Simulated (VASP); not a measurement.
Method: HSE06 screened hybrid, VASP's PBE PAW potentials (set 64) (plane waves; VASP).

Input for VASP

INCAR:
```
AEXX  =  0.25
ALGO  =  Normal
EDIFF  =  1E-5
ENCUT  =  400
GGA  =  PE
HFSCREEN  =  0.2
ISIF  =  0
ISMEAR  =  0
ISPIN  =  2
ISYM  =  0
LASPH  =  .TRUE.
LCHARG  =  .FALSE.
LHFCALC  =  .TRUE.
LORBIT  =  10
LREAL  =  Auto
LWAVE  =  .FALSE.
MAGMOM  =  62*0.0161
NELECT  =  249.0
NELM  =  50
NELMIN  =  4
NUPDOWN  =  1
PREC  =  Normal
PRECFOCK  =  Fast
SIGMA  =  0.05
SYSTEM  =  B31N31
```

### KPOINTS
```
Automatic
0
Gamma
1 1 1
0 0 0
```

**POSCAR**
```
B31N31
1
    7.2488848260     0.0000000000     0.0000000000
    0.0000000000     7.2488848260     0.0000000000
    0.0000000000     0.0000000000     7.2488848260
B N
31 31
Direct
  0.4996358164   0.9995606601   0.9996103503
  0.7492065275   0.2503722075   0.9989105876
  0.7493321438   0.9988738096   0.2503813713
  0.0000765661   0.9995085863   0.9995272651
  0.2502621141   0.2493182844   0.0001495345
  0.5000601337   0.4995570595   0.9996266704
  0.7502533188   0.7492930366   0.0000444570
  0.2503578269   0.0000834989   0.2494240940
  0.5013699986   0.2468007462   0.2469466833
  0.7529033212   0.4984635766   0.2466895471
  0.5000512377   0.9996067835   0.4995647207
  0.7526732676   0.2468277370   0.4982049781
  0.7501793694   0.0001149552   0.7492261289
  0.0000857349   0.4999510166   0.9995818608
  0.2503606300   0.7491952770   0.9994556838
  0.0007966538   0.2503484663   0.2503940765
  0.2536650428   0.5019931849   0.2540908389
  0.4976100013   0.7461239195   0.2539492256
  0.0000607770   0.9995601309   0.5000213989
  0.2534856170   0.2539210870   0.5021524287
  0.7457084578   0.7461636490   0.5019490203
  0.2502848762   0.9993499643   0.7493279857
  0.4974823904   0.2539139439   0.7461382005
  0.7455693770   0.5019736939   0.7460171930
  0.9996415968   0.7492993903   0.2493807676
  0.0000169813   0.4994866700   0.4995580155
  0.2529841487   0.7466422241   0.4980197650
  0.9994357130   0.2493415035   0.7493350681
  0.2529128536   0.4978356984   0.7467031910
  0.5015896086   0.7467195777   0.7467037720
  0.0002037338   0.7492246105   0.7493076990
  0.6254511805   0.1254525921   0.1254812280
  0.8741483075   0.3741647455   0.1254359350
  0.8741905270   0.1254594203   0.3741270899
  0.1248584475   0.1249291608   0.1249814538
  0.3782222486   0.3751585149   0.1273988145
  0.6244551845   0.6214664078   0.1272859239
  0.8746842783   0.8747458391   0.1249725563
  0.3781618101   0.1272938059   0.3752432094
  0.8723740719   0.6214921141   0.3751669354
  0.6244036418   0.1273235500   0.6214033399
  0.8721921878   0.3751739916   0.6213975925
  0.8745667097   0.1249822467   0.8747602642
  0.1234498259   0.6247944987   0.1234951826
  0.3748196400   0.8762088164   0.1234619500
  0.1254075899   0.3749754923   0.3750589370
  0.3648387965   0.6349301408   0.3657307741
  0.6246910273   0.8742940865   0.3749400098
  0.1233212811   0.1233713715   0.6249067693
  0.3646524477   0.3655683911   0.6350032254
  0.6339746355   0.6349999408   0.6349134250
  0.8761758491   0.8761848371   0.6248310228
  0.3747491085   0.1233670854   0.8763271456
  0.6246034582   0.3749665734   0.8742670098
  0.8761651575   0.6247894846   0.8762014000
  0.1227906594   0.8768683334   0.3745965152
  0.1244608454   0.6242756091   0.6243857882
  0.3751961619   0.8751707702   0.6244279710
  0.1226820785   0.3744596333   0.8769339574
  0.3752211382   0.6243430372   0.8751839957
  0.6250688035   0.8769166674   0.8768627391
  0.1248980651   0.8746858926   0.8747772596
```

POTCAR, in this order: B N (PBE.64 set). Program: vasp_gam. Read from the step before: WAVECAR.

The resulting files:

**OSZICAR**
```
       N       E                     dE             d eps       ncg     rms          rms(c)
DAV:   1    -0.613849101780E+03   -0.61385E+03   -0.76275E+00   624   0.840E+00    0.271E+00
DAV:   2    -0.613944661288E+03   -0.95560E-01   -0.16169E-01   680   0.112E+00    0.283E+00
DAV:   3    -0.613999511848E+03   -0.54851E-01   -0.43194E-01   736   0.233E+00    0.142E+00
DAV:   4    -0.613995291977E+03    0.42199E-02   -0.27552E-01   700   0.154E+00    0.932E-01
DAV:   5    -0.613995655530E+03   -0.36355E-03   -0.32185E-02   700   0.493E-01    0.673E-01
DAV:   6    -0.613992206916E+03    0.34486E-02   -0.70912E-03   688   0.231E-01    0.361E-01
DAV:   7    -0.613991719238E+03    0.48768E-03   -0.29202E-03   696   0.138E-01    0.157E-01
DAV:   8    -0.613991619238E+03    0.10000E-03   -0.51364E-04   704   0.499E-02    0.869E-02
DAV:   9    -0.613991617911E+03    0.13269E-05   -0.54735E-04   676   0.478E-02    0.648E-02
DAV:  10    -0.613991664909E+03   -0.46998E-04   -0.66464E-04   684   0.572E-02    0.562E-02
DAV:  11    -0.613991724490E+03   -0.59581E-04   -0.67671E-04   724   0.571E-02    0.566E-02
DAV:  12    -0.613991789972E+03   -0.65482E-04   -0.73231E-04   684   0.571E-02    0.637E-02
DAV:  13    -0.613991856532E+03   -0.66559E-04   -0.90059E-04   712   0.664E-02    0.714E-02
DAV:  14    -0.613991921818E+03   -0.65287E-04   -0.10794E-03   704   0.768E-02    0.767E-02
DAV:  15    -0.613991988141E+03   -0.66323E-04   -0.11888E-03   756   0.824E-02    0.803E-02
DAV:  16    -0.613992052478E+03   -0.64336E-04   -0.12214E-03   712   0.839E-02    0.832E-02
DAV:  17    -0.613992111638E+03   -0.59160E-04   -0.12606E-03   748   0.863E-02    0.849E-02
DAV:  18    -0.613992164941E+03   -0.53303E-04   -0.12581E-03   696   0.870E-02    0.852E-02
DAV:  19    -0.613992212785E+03   -0.47844E-04   -0.12417E-03   744   0.872E-02    0.847E-02
DAV:  20    -0.613992254689E+03   -0.41903E-04   -0.11724E-03   720   0.849E-02    0.834E-02
DAV:  21    -0.613992289599E+03   -0.34910E-04   -0.11081E-03   744   0.834E-02    0.812E-02
DAV:  22    -0.613992318340E+03   -0.28741E-04   -0.10226E-03   720   0.804E-02    0.784E-02
DAV:  23    -0.613992341513E+03   -0.23174E-04   -0.93022E-04   752   0.773E-02    0.750E-02
DAV:  24    -0.613992359243E+03   -0.17730E-04   -0.82536E-04   720   0.731E-02    0.711E-02
DAV:  25    -0.613992372213E+03   -0.12970E-04   -0.72794E-04   744   0.692E-02    0.671E-02
DAV:  26    -0.613992381422E+03   -0.92087E-05   -0.63108E-04   720   0.647E-02    0.628E-02
DAV:  27    -0.613992387271E+03   -0.58493E-05   -0.53329E-04   736   0.599E-02    0.582E-02
DAV:  28    -0.613992390301E+03   -0.30296E-05   -0.44952E-04   712   0.553E-02    0.537E-02
DAV:  29    -0.613992391355E+03   -0.10543E-05   -0.36847E-04   712   0.505E-02    0.488E-02
DAV:  30    -0.613992390945E+03    0.40970E-06   -0.29908E-04   688   0.458E-02    0.442E-02
DAV:  31    -0.613992389623E+03    0.13227E-05   -0.23720E-04   712   0.411E-02    0.397E-02
DAV:  32    -0.613992387568E+03    0.20544E-05   -0.18389E-04   664   0.365E-02    0.353E-02
DAV:  33    -0.613992385144E+03    0.24246E-05   -0.14091E-04   648   0.324E-02    0.310E-02
DAV:  34    -0.613992382675E+03    0.24687E-05   -0.10559E-04   616   0.284E-02    0.270E-02
DAV:  35    -0.613992380343E+03    0.23318E-05   -0.75983E-05   604   0.244E-02
   1 F= -.61399238E+03 E0= -.61399238E+03  d E =-.226489E-11  mag=     1.0000
```

### OUTCAR
```
------------------------ aborting loop because EDIFF is reached ----------------------------------------
  volume of cell :      380.90
      direct lattice vectors                 reciprocal lattice vectors
     7.248884826  0.000000000  0.000000000     0.137952254  0.000000000  0.000000000
     0.000000000  7.248884826  0.000000000     0.000000000  0.137952254  0.000000000
     0.000000000  0.000000000  7.248884826     0.000000000  0.000000000  0.137952254
  FREE ENERGIE OF THE ION-ELECTRON SYSTEM (eV)
  ---------------------------------------------------
  free  energy   TOTEN  =      -613.9923803433 eV

  energy  without entropy=     -613.9923803433  energy(sigma->0) =     -613.99238034

  exchange ACFDT corr.  =         0.00000000  see jH, gK, PRB 81, 115126

 total charge

# of ion       s       p       d       tot
------------------------------------------
    1        0.683   1.365   0.000   2.049
    2        0.677   1.346   0.000   2.023
    3        0.677   1.346   0.000   2.023
    4        0.676   1.342   0.000   2.018
    5        0.674   1.330   0.000   2.004
    6        0.678   1.354   0.000   2.032
    7        0.675   1.332   0.000   2.006
    8        0.674   1.330   0.000   2.004
    9        0.669   1.241   0.000   1.910
   10        0.670   1.247   0.000   1.916
   11        0.678   1.354   0.000   2.032
   12        0.669   1.245   0.000   1.914
   13        0.675   1.332   0.000   2.006
   14        0.684   1.364   0.000   2.047
   15        0.676   1.345   0.000   2.021
   16        0.677   1.346   0.000   2.023
   17        0.680   1.351   0.000   2.031
   18        0.680   1.355   0.000   2.035
   19        0.684   1.364   0.000   2.048
   20        0.680   1.351   0.000   2.030
   21        0.681   1.358   0.000   2.039
   22        0.676   1.344   0.000   2.020
   23        0.679   1.353   0.000   2.033
   24        0.681   1.357   0.000   2.039
   25        0.674   1.330   0.000   2.004
   26        0.678   1.354   0.000   2.032
   27        0.679   1.354   0.000   2.034
   28        0.674   1.329   0.000   2.003
   29        0.679   1.354   0.000   2.033
   30        0.680   1.358   0.000   2.038
   31        0.676   1.346   0.000   2.023
   32        1.230   2.721   0.000   3.950
   33        1.230   2.721   0.000   3.950
   34        1.230   2.721   0.000   3.950
   35        1.228   2.723   0.000   3.951
   36        1.229   2.702   0.000   3.930
   37        1.228   2.703   0.000   3.931
   38        1.228   2.722   0.000   3.951
   39        1.229   2.702   0.000   3.931
   40        1.228   2.702   0.000   3.930
   41        1.228   2.702   0.000   3.931
   42        1.228   2.702   0.000   3.930
   43        1.228   2.722   0.000   3.951
   44        1.231   2.709   0.000   3.940
   45        1.229   2.716   0.000   3.945
   46        1.227   2.721   0.000   3.948
   47        1.239   2.710   0.000   3.950
   48        1.228   2.720   0.000   3.948
   49        1.230   2.711   0.000   3.941
   50        1.236   2.725   0.000   3.961
   51        1.256   2.637   0.000   3.893
   52        1.231   2.707   0.000   3.938
   53        1.229   2.716   0.000   3.945
   54        1.228   2.720   0.000   3.948
   55        1.231   2.706   0.000   3.937
   56        1.235   2.703   0.000   3.938
   57        1.227   2.717   0.000   3.944
   58        1.227   2.717   0.000   3.944
   59        1.235   2.703   0.000   3.938
   60        1.227   2.717   0.000   3.944
   61        1.235   2.700   0.000   3.935
   62        1.230   2.720   0.000   3.950
--------------------------------------------------
tot         59.149 125.496   0.000 184.645

 magnetization (x)

# of ion       s       p       d       tot
------------------------------------------
    1       -0.000   0.003   0.000   0.003
    2       -0.000  -0.000   0.000  -0.001
    3       -0.000  -0.001   0.000  -0.001
    4       -0.000  -0.000   0.000  -0.000
    5        0.000  -0.000   0.000  -0.000
    6       -0.000  -0.000   0.000  -0.000
    7       -0.001  -0.002   0.000  -0.002
    8        0.000  -0.000   0.000  -0.000
    9        0.001   0.001   0.000   0.002
   10       -0.000  -0.000   0.000  -0.000
   11       -0.000  -0.000   0.000  -0.000
   12        0.000   0.000   0.000   0.000
   13       -0.001  -0.002   0.000  -0.002
   14       -0.001   0.004   0.000   0.003
   15       -0.000  -0.001   0.000  -0.002
   16        0.000   0.000   0.000   0.000
   17       -0.001  -0.000   0.000  -0.001
   18       -0.001  -0.004   0.000  -0.005
   19       -0.001   0.004   0.000   0.003
   20       -0.001   0.001   0.000   0.000
   21       -0.004  -0.010   0.000  -0.013
   22       -0.000  -0.001   0.000  -0.001
   23       -0.001  -0.002   0.000  -0.003
...
```
(Selected blocks of OUTCAR.)

File OUTCAR:
```
 val. band max:        7.6219091676   @ k =   0.0000   0.0000   0.0000

 cond. band min:       8.2674203292   @ k =   0.0000   0.0000   0.0000


 Fermi energy:         7.3520136949

 spin component 1

 k-point     1 :       0.0000    0.0000    0.0000
  band No.  band energies     occupation
      1     -15.9543      1.00000
      2     -14.0292      1.00000
      3     -13.9774      1.00000
      4     -13.9558      1.00000
      5     -13.8459      1.00000
      6     -13.8041      1.00000
      7     -13.5202      1.00000
      8     -12.3233      1.00000
      9     -12.2112      1.00000
     10     -12.2041      1.00000
     11     -12.1759      1.00000
     12     -12.1537      1.00000
     13     -12.1251      1.00000
     14     -12.0960      1.00000
     15     -12.0669      1.00000
     16     -12.0499      1.00000
     17     -11.9762      1.00000
     18     -11.8827      1.00000
     19     -11.7164      1.00000
     20     -11.5478      1.00000
     21     -11.3008      1.00000
     22     -11.1267      1.00000
     23     -10.4078      1.00000
     24     -10.1588      1.00000
     25     -10.0760      1.00000
     26      -9.9871      1.00000
     27      -9.7797      1.00000
     28      -9.7495      1.00000
     29      -9.7217      1.00000
     30      -9.5230      1.00000
     31      -9.1463      1.00000
     32      -5.5526      1.00000
     33      -5.3917      1.00000
     34      -5.3545      1.00000
     35      -5.3273      1.00000
     36      -3.6562      1.00000
     37      -3.6538      1.00000
     38      -3.6318      1.00000
     39      -3.0906      1.00000
     40      -2.4782      1.00000
     41      -2.4519      1.00000
     42      -2.3767      1.00000
     43      -2.3458      1.00000
     44      -2.3255      1.00000
     45      -2.3181      1.00000
     46      -2.2890      1.00000
     47      -2.2856      1.00000
     48      -2.2642      1.00000
     49      -2.1832      1.00000
...
```

The cell is charged, with a uniform compensating background. The supercell is sampled at Γ alone, which is coarse: total energies, pressure and levels can be off, energies of defects by several tenths of an eV.

The cell is a supercell with a defect, built from BN (zinc blende): vac_B-vac_N, charge -1. The cell's shape comes from a PBE relaxation.
